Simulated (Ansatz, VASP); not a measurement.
# Hf2CF2 (Hf2CF2 MXene monolayer): VASP beside Ansatz

One calculation is typed for both programs; each brings its own data sets. How far apart do they land? The structure shown is the start of the Ansatz relaxation below; VASP solves that cell, so the two are compared at the walk's first step.

Calculated with Ansatz 0.2.0; plane waves, with VASP 6.6.1 beside it; single point at PBE with D4.

## Step 1: The starting structure

The cell holds 5 atoms: 2 F, 2 Hf and 1 C. Its edges and angles: a = 3.289 Å, b = 3.289 Å, c = 40.191 Å, α = 90.0°, β = 90.0°, γ = 120.0°. Vacuum lies along c.

## Step 2: Ansatz: relaxation, PBE with D4

Ansatz runs on its default PAW (the set named soft_2) files.

The two programs are compared at the cell with which this relaxation starts, whose forces are those of its first step.

input.yaml reads:

```yaml
crystal:
  lattice:
    - [3.289, 0.0, 0.0]
    - [-1.6445, 2.848357553, 0.0]
    - [0.0, 0.0, 40.1906824045]
  atoms:
    - { symbol: F, position: [0.3333333333, 0.6666666667, 0.4428887228] }
    - { symbol: Hf, position: [0.6666666667, 0.3333333333, 0.4677101334] }
    - { symbol: C, position: [0.0, 0.0, 0.5] }
    - { symbol: Hf, position: [0.3333333333, 0.6666666667, 0.5322898666] }
    - { symbol: F, position: [0.6666666667, 0.3333333333, 0.5571112772] }
  periodic: [true, true, false]
kpoints:
  mp_grid: { grid: [12, 12, 1] }
hamiltonian:
  xc: pbe
  dispersion: d4
scf:
  occupations: { method: fermi_dirac, width: 0.05 }
  convergence: { dr2_threshold: 1.0e-09 }
relax:
  f_tol: 0.004
  max_steps: 90
  cell: {}
output:
  write_potential: true
  write_density: true
  volumetric_format: npy
```

On the command line:

```console
$ ansatz run input.yaml --threads 4 --pin off --max-ram 6144MiB --backend cpu --events-out ev --progress --plain --runs-dir out
```

Numbers of over 12 decimals in the logs are rounded to 6 here.

The log of the run:

```text
Warning: relax.cell: scf.convergence.dr2_threshold = 1e-9 eV is looser than the 2.34865266811e-10 eV advised for a relaxation that steers and ends on the stress (1e-10 eV for each atom of the cell: 5, times the square of relax.cell.stress_2d_tol = 0.05 N/m over 14.6 Å (the atoms' height at the walk's start and 5 Å past either face), 3.427e-2 GPa, over a crystal's default 0.05). What an SCF threshold leaves in a stress goes as its square root, and in the free energy as the threshold itself, and one threshold admits the most on a small cell: [figures from the program's tests cut] Set scf.convergence.dr2_threshold to 2.34865266811e-10 eV or tighter. [rest of the remark cut]
Engine: ansatz 0.2.0, x86_64-unknown-linux-gnu
Pseudopotentials: kind: paw
Pseudopotential: F, paw, valence charge 7, recommended cutoff 420 eV (normal), F.paw.azcp
Pseudopotential: Hf, paw, valence charge 26, recommended cutoff 420 eV (normal), Hf.paw.azcp
Pseudopotential: C, paw, valence charge 4, recommended cutoff 420 eV (normal), C.paw.azcp
Functional definition: PBE
  parameter kappa = 0.804
  parameter beta = 0.066725
  exchange = pbe_x(kappa = kappa, mu = beta*pi^2/3)
  correlation = pbe_c(beta = beta)
Crystal: 5 atoms, lattice volume = 376.516 Å³
Basis set: ecut = 420 eV, 7479 PW (Γ), exchange–correlation on 48×48×540 points (8 copies of the dense FFT grid, shifted against one another)
Bands: 42, of which v1, the nominal top of the filled ones, is band 35 counted from 1 (34 counted from 0)
Symmetry: 12 space group operations
Space group: P-3m1 (ITA 164), of the structure as read, at distance tolerance 7.2e-5 Å
k-points: 19 of 144
Non-local potential: F, projectors of the file, l = 0: 2, l = 1: 2, l = 2: 1
Non-local potential: Hf, projectors of the file, l = 0: 3, l = 1: 2, l = 2: 2, l = 3: 3
Non-local potential: C, projectors of the file, l = 0: 2, l = 1: 2, l = 2: 1
PAW form: soft (Blöchl's): semilocal exchange-correlation on the pseudo side does not see the compensation charge
PAW one-centre angular grid: F, 110 points (default); XC on 64 Gauss nodes
PAW one-centre angular grid: Hf, 590 points (default); XC on 64 Gauss nodes
PAW one-centre angular grid: C, 110 points (default); XC on 64 Gauss nodes
Initial density: superposition of atomic densities (neutral atoms: chi_scale 0, normalization atom), corrected by the library's trained network
Initial wavefunctions: pseudopotential atomic-orbital guess
Functional: x = pbe(κ = 0.804, μ = 0.219515), c = pbe(β = 0.066725)
SCF iter   1: F=—  HF=-33315.009164 eV  |F-HF|=—  |Δ(HF+E_count)|=         —  Δρ=2.72e-3  dr2=8.75e-2  ethr=1.77e-3  ⟨swp⟩=12.7  Hψ=4512  notcnv=0
preconditioner: auto → LDOS  [insulator: Δε(μ)=0.124 eV  Ē_g=17.929 eV  σ=0.050 eV  W_gap=0.55  n_scr=26 (ndim 8)  ℏωp=15.5 eV  f_vac=0.818  D(μ)=1.13/eV (n_scr^D=8)  ε∞_Penn≈1.8  β→1.0]
SCF iter   2: F=—  HF=-33315.004235 eV  |F-HF|=—  |Δ(HF+E_count)|=   4.93e-3  Δρ=2.83e-3  dr2=5.47e-2  ethr=1.25e-4  ⟨swp⟩=5.5  Hψ=2281  notcnv=0  defer=21
SCF iter   3: F=—  HF=-33314.995716 eV  |F-HF|=—  |Δ(HF+E_count)|=   8.52e-3  Δρ=6.88e-4  dr2=1.34e-2  ethr=7.81e-5  ⟨swp⟩=4.7  Hψ=2017  notcnv=0  defer=22
SCF iter   4: F=—  HF=-33314.993807 eV  |F-HF|=—  |Δ(HF+E_count)|=   1.91e-3  Δρ=5.76e-4  dr2=1.84e-3  ethr=1.91e-5  ⟨swp⟩=3.8  Hψ=1458  notcnv=0  defer=20
SCF iter   5: F=—  HF=-33314.993535 eV  |F-HF|=—  |Δ(HF+E_count)|=   2.72e-4  Δρ=1.05e-4  dr2=3.94e-5  ethr=2.63e-6  ⟨swp⟩=3.4  Hψ=1685  notcnv=0  defer=20
SCF iter   6: F=—  HF=-33314.993435 eV  |F-HF|=—  |Δ(HF+E_count)|=   1.00e-4  Δρ=3.59e-5  dr2=7.61e-6  ethr=5.63e-8  ⟨swp⟩=3.4  Hψ=1978  notcnv=0  defer=20
SCF iter   7: F=—  HF=-33314.993436 eV  |F-HF|=—  |Δ(HF+E_count)|=   1.35e-6  Δρ=1.51e-5  dr2=4.74e-7  ethr=1.09e-8  ⟨swp⟩=3.1  Hψ=1810  notcnv=0  defer=20
SCF iter   8: F=—  HF=-33314.993313 eV  |F-HF|=—  |Δ(HF+E_count)|=   1.24e-4  Δρ=3.32e-6  dr2=6.87e-8  ethr=6.77e-10  ⟨swp⟩=3.4  Hψ=1933  notcnv=0  defer=20
SCF iter   9: F=—  HF=-33314.993313 eV  |F-HF|=—  |Δ(HF+E_count)|=   3.58e-8  Δρ=2.77e-6  dr2=1.61e-8  ethr=9.81e-11  ⟨swp⟩=3.5  Hψ=1831  notcnv=0  defer=20
SCF iter  10: F=—  HF=-33314.993313 eV  |F-HF|=—  |Δ(HF+E_count)|=   2.75e-9  Δρ=7.52e-7  dr2=2.20e-9  ethr=2.29e-11  ⟨swp⟩=3.6  Hψ=1786  notcnv=0  defer=20
SCF iter  11: F=-33314.993313 eV  HF=-33314.993313 eV  |F-HF|=1.53e-10  |Δ(HF+E_count)|=   1.47e-9  Δρ=2.10e-7  dr2=2.37e-10  ethr=1.43e-12  ⟨swp⟩=13.2  Hψ=7905  notcnv=0
[...]
SCF iter   5: F=-33316.321845 eV  HF=-33316.321845 eV  |F-HF|=1.45e-8  |Δ(HF+E_count)|=   1.09e-8  Δρ=6.05e-7  dr2=6.35e-10  ethr=1.43e-12  ⟨swp⟩=14.1  Hψ=8333  notcnv=0
SCF 8 converged in 5 iterations: F = -33316.321845 eV  dr2 = 6.35e-10
relax step   8: F+E_penalty+E_count = -33316.32184507 eV  Δ(F+E_penalty+E_count) = -1.381e-4 eV  max|allowed force component| = 4.474e-4 eV/Å  Δτ_max = 0.0007 Å  P = -0.000 N/m  Ω = 369.964 Å³  energy of the carried Pulay correction = +1.247e-4 eV  fix = [c, alpha, beta]  reactions: c -0.000 N/m  (5 SCF iters, accepted)
iter 1 solved again at ethr=3.04e-7 eV; its pass at ethr=3.10e-3 eV (dr2=2.13e-4 eV) is discarded
SCF iter   1: F=—  HF=-33316.321680 eV  |F-HF|=—  |Δ(HF+E_count)|=         —  Δρ=4.81e-6  dr2=1.85e-8  ethr=3.04e-7  ⟨swp⟩=6.1  Hψ=8265  notcnv=0
eigensolver tolerance schedule: the retry pair's looser diagonalisation over-reported the residual by 11457.80 of it (diagonalisation noise at an unbounded share of the residual, at the tolerance the schedule requests for it); recorded, not acted on — ethr = c·dr2/N_el stays at c = 1.0e-1
preconditioner: auto → LDOS  [metal: Δε(μ)=0.032 eV  Ē_g=17.770 eV  σ=0.050 eV  W_gap=0.16  n_scr=26 (ndim 8)  ℏωp=15.7 eV  f_vac=0.816  D(μ)=1.53/eV (n_scr^D=10)  β→1.0]
SCF iter   2: F=—  HF=-33316.321661 eV  |F-HF|=—  |Δ(HF+E_count)|=   1.83e-5  Δρ=4.94e-6  dr2=4.22e-8  ethr=2.65e-11  ⟨swp⟩=6.6  Hψ=4005  notcnv=0
SCF iter   3: F=—  HF=-33316.321661 eV  |F-HF|=—  |Δ(HF+E_count)|=   9.42e-9  Δρ=1.01e-6  dr2=1.62e-9  ethr=2.65e-11  ⟨swp⟩=3.0  Hψ=1671  notcnv=0
SCF iter   4: F=-33316.321661 eV  HF=-33316.321661 eV  |F-HF|=4.37e-11  |Δ(HF+E_count)|=   1.97e-9  Δρ=4.47e-7  dr2=3.93e-10  ethr=1.43e-12  ⟨swp⟩=20.1  Hψ=9178  notcnv=0
SCF 9 converged in 4 iterations: F = -33316.321661 eV  dr2 = 3.93e-10
relax step   9: F+E_penalty+E_count = -33316.32166131 eV  Δ(F+E_penalty+E_count) = +1.838e-4 eV  max|allowed force component| = 4.653e-4 eV/Å  Δτ_max = 0.0000 Å  P = -0.002 N/m  Ω = 369.964 Å³  fix = [c, alpha, beta]  reactions: c -0.000 N/m  stress off target by 1.92e-3 N/m on what of the cell is left free  SCF on the basis re-selected at this cell (its energy is not comparable with the rows above)  (4 SCF iters)
basis re-selected at this cell: Δ(F+E_penalty+E_count) = +1.838e-4 eV, ΔP = -0.002 N/m vs the last step (what re-selecting the basis moved, of the pressure what is left beyond the Pulay correction that the steps carried, after the strain that the cell walked since its last selection, with what the two solves' SCF thresholds leave and, on support functions, any second-order correction that the steps lacked; it is no m [...]
WARN: The output density's exchange-correlation potential varies sharply where the density is thin. Do not read a vacuum level from v_tot or v_xc, or from such a field of the output density. On a cell that repeats whose density bears no net charge and no dipole along the vacuum's axis use v_es (v_loc + v_h of the components); under efield.dipole_correction with no amplitude use v_es + v_field, which holds any externa [...]
SCF converged after 4 iterations
Free energy (F): -33316.321661 eV
Harris-Foulkes:  -33316.321661 eV  (|F-HF|=4.37e-11)
Internal energy: -33316.309983 eV  (E = F + TS)
E sigma→0 (E₀):  -33316.315822 eV
Entropy (-TS):   -0.011678 eV (-2.336 meV/atom)
Fermi energy:    -3.713178 eV
--- Per-component energies (eV) ---
  E_band       = -1483.003549
  E_kinetic    = 1352.087902
  E_local      = -406651.310448  (includes V_loc(G=0)·N_el)
  E_nonlocal   = -2314.589307
  E_hartree    = 202109.843520
  E_xc         = -809.415350
  E_vxc        = -799.035274  (∫ρ·V_xc dr)
  E_paw        = -14354.173410  (= ΣΔE_a)
  E_vpaw       = 2710.153512  (= ΣTr[D̂ρ^β])
  E_aug_tail   = 0.004111  (compensation charges beyond the density's cutoff)
  E_ewald      = 187351.907437
  E_disp       = -0.664437  (pairwise vdW)
  E_smearing   = -0.011678  (= −TS)
  E_closure    = -0.000000  (closes the sum)
  Σ components = -33316.321661   (vs F -33316.321661, Δ=0.00e0)
--- Forces (eV/Å), atoms counted from 1 ---
  atom   1  F     -0.00000000     0.00000000     0.00003090
  atom   2  Hf     0.00000000    -0.00000000    -0.00046530
  atom   3  C     -0.00000000     0.00000000     0.00000000
  atom   4  Hf     0.00000000     0.00000000     0.00046530
  atom   5  F      0.00000000    -0.00000000    -0.00003090
  max |Σ_I F_I| component: 1.85e-17 eV/Å
--- 2D stress c σ (N/m, compression-positive) ---
       -0.001917      -0.000000      -0.000000
       -0.000000      -0.001917       0.000000
       -0.000000       0.000000      -0.000000
  P = ½ c Tr σ = -0.0019 N/m
--- Band table (eV; the first three rows and the last of 19) ---
  k-point 0: bands = [... 31 lower, -8.5898, -7.0888, -7.0888, -3.4383, -3.4383, -3.0897, -2.2290, -2.1218, ... 3 higher]
  k-point 1: bands = [... 31 lower, -8.5140, -7.3323, -7.1072, -3.7586, -3.2740, -3.0388, -2.0167, -1.9788, ... 3 higher]
  k-point 2: bands = [... 31 lower, -8.3388, -7.8349, -7.1403, -4.3846, -2.8771, -2.8024, -1.8664, -1.6540, ... 3 higher]
  k-point 18: bands = [... 31 lower, -8.4925, -8.4925, -7.4703, -3.2404, -2.4345, -2.4345, -0.7382, -0.1125, ... 3 higher]
  the weakly bound empty levels are not read free of the cell's end (no_gap_told)
--- Relaxed structure (7 steps of the walk, 7 accepted, 2 SCFs on fresh bases) ---
  F+E_penalty+E_count = -33316.32166131 eV   max|allowed force component| = 4.653e-4 eV/Å   (the final SCF, on the basis selected at the relaxed cell)
  cell:  # Å, volume = 369.9641 Å³
    - [3.260257, 0.0, 0]
    - [-1.630128, 2.823465, 0]
    - [0, 0, 40.1906824045]
  atoms:
    - { symbol: F, position: [0.333333, 0.666667, 0.436492] }
    - { symbol: Hf, position: [0.666667, 0.333333, 0.470128] }
    - { symbol: C, position: [0, 0, 0.5] }
    - { symbol: Hf, position: [0.333333, 0.666667, 0.529872] }
    - { symbol: F, position: [0.666667, 0.333333, 0.563508] }
```

## Step 3: VASP: single point, PBE with D4, start cell

The same cell, functional, mesh and smearing now go to VASP, with its own data sets.

Lines of VASP's logs that name or quote its potential files are left out, and so is its time.

INCAR reads:

```
SYSTEM = Hf2CF2
PREC = Accurate
ENCUT = 520
EDIFF = 1E-06
NELM = 120
ISMEAR = -1
SIGMA = 0.05
LREAL = .FALSE.
ALGO = Normal
GGA = PE
IVDW = 13
NBANDS = 25
LASPH = .TRUE.
LORBIT = 11
LWAVE = .FALSE.
LCHARG = .FALSE.
ISIF = 2
LDIPOL = .TRUE.
IDIPOL = 3
DIPOL = 0.5 0.5 0.5
LVHAR = .TRUE.
GGA_COMPAT = .FALSE.
NELMDL = -8
KPAR = 2
```

POSCAR reads:

```
Hf2CF2
1.0
    3.2890000000      0.0000000000      0.0000000000
   -1.6445000000      2.8483580000      0.0000000000
    0.0000000000      0.0000000000     40.1906820000
F Hf C
2 2 1
Direct
    0.3333332748      0.6666665496      0.4428887273
    0.6666667252      0.3333334504      0.5571112727
    0.6666667252      0.3333334504      0.4677101274
    0.3333332748      0.6666665496      0.5322898726
    0.0000000000      0.0000000000      0.5000000000
```

KPOINTS reads:

```
Automatic mesh
0
Gamma
12 12 1
0 0 0
```

PAW data sets: F, Hf_pv and C (PBE family, release 64).

On the command line:

```console
$ mpirun -np 2 vasp_std
```

The log of the run:

```text
[banner, memory and clock lines left out]
running    2 mpi-ranks, on    1 nodes
 distrk:  each k-point on    1 cores,    2 groups
 distr:  one band on    1 cores,    1 groups

 POSCAR found type information on POSCAR F HfC
 POSCAR found :  3 types and       5 ions
 LDA part: xc-table for (Slater+PW92), standard interpolation
 POSCAR, INCAR and KPOINTS ok, starting setup
 FFT: planning ... GRIDC
 FFT: planning ... GRID_SOFT
 FFT: planning ... GRID
 WAVECAR not read
 entering main loop
       N       E                     dE             d eps       ncg     rms          rms(c)
DAV:   1     0.292029867794E+03    0.29203E+03   -0.18066E+04  1254   0.115E+03
DAV:   2    -0.113279916040E+02   -0.30336E+03   -0.29635E+03  1361   0.269E+02
DAV:   3    -0.494233850885E+02   -0.38095E+02   -0.37729E+02  1225   0.976E+01
DAV:   4    -0.501691932749E+02   -0.74581E+00   -0.74336E+00  1235   0.154E+01
DAV:   5    -0.501854813619E+02   -0.16288E-01   -0.16266E-01  1260   0.213E+00
DAV:   6    -0.501860559023E+02   -0.57454E-03   -0.57406E-03  1252   0.416E-01
DAV:   7    -0.501860802522E+02   -0.24350E-04   -0.24347E-04  1284   0.787E-02
DAV:   8    -0.501860812981E+02   -0.10459E-05   -0.10456E-05  1252   0.171E-02    0.689E+01
DAV:   9    -0.428678985691E+02    0.73182E+01   -0.38766E+01  1079   0.287E+01    0.477E+01
DAV:  10    -0.425481913975E+02    0.31971E+00   -0.21660E+00  1216   0.899E+00    0.846E+00
DAV:  11    -0.425107430514E+02    0.37448E-01   -0.10227E-01  1332   0.189E+00    0.134E+00
DAV:  12    -0.424974761989E+02    0.13267E-01   -0.21533E-02  1282   0.898E-01    0.462E-01
DAV:  13    -0.424933982330E+02    0.40780E-02   -0.64259E-03  1292   0.351E-01    0.266E-01
DAV:  14    -0.424933530433E+02    0.45190E-04   -0.67537E-04  1324   0.134E-01    0.794E-02
[...]
DAV:  21    -0.424961840520E+02   -0.61510E-04   -0.15489E-05   866   0.434E-03    0.239E-03
DAV:  22    -0.424962019255E+02   -0.17874E-04   -0.79500E-06   920   0.576E-03    0.272E-03
DAV:  23    -0.424962233683E+02   -0.21443E-04   -0.79722E-06   874   0.278E-03    0.148E-03
DAV:  24    -0.424962291726E+02   -0.58043E-05   -0.84398E-07   877   0.202E-03    0.179E-03
DAV:  25    -0.424962358690E+02   -0.66964E-05   -0.12258E-06   840   0.139E-03    0.176E-03
DAV:  26    -0.424962376729E+02   -0.18039E-05   -0.32341E-07   880   0.726E-04    0.407E-04
DAV:  27    -0.424962392052E+02   -0.15323E-05   -0.78676E-08   893   0.493E-04    0.254E-04
DAV:  28    -0.424962399742E+02   -0.76901E-06   -0.57633E-08   813   0.245E-04
   1 F= -.43167725E+02 E0= -.43161220E+02  d E =-.130100E-01
```

(Continued in part 2 of 2.)

[Lines on the potential files, build, host, timing and source positions are cut from VASP's logs without a mark.]

[Logs are printed without paths, hosts, clocks, repeated set-up lines and the standing remarks that a program may print on its own settings, such as how far it seeks lower states.]

[Hosts, paths, dates, database ids (printed as entryN), source tags and the programs' standing remarks are cut or masked in the printed files.]
